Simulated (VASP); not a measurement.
C:

```
C
1.0
     2.46100    0.00000    0.00000
    -1.23050    2.13129    0.00000
     0.00000    0.00000    8.04960
C
4
Cartesian
  0.0000 0.0000 2.0124
  0.0000 1.4209 2.0124
  0.0000 0.0000 6.0372
  1.2305 0.7104 6.0372
```

The cell was built by a generator and needn't be a form met in nature.

Base run:

- Program: VASP 6.6.1
- Functional: r2SCAN
- Potentials or basis: VASP PAW PBE potentials, release 64 (C)
- Cutoff: 520 eV
- k mesh: 16 × 16 × 4
- Occupations: fermi-dirac, width 0.05 eV
- Spin: no spin polarisation

Its results: band gap on the k mesh 1.07 eV, direct; pressure -1.2 GPa.

Problem. The run is repeated on the same cell with these changes: functional from r2SCAN to SCAN. What comes out?

Solution. Band gap on the k mesh 1.06 eV, direct; pressure -2.5 GPa.

Caveats: the PAW data sets were made with another functional, which shifts forces and pressure a little.

A k mesh can miss the band edges.
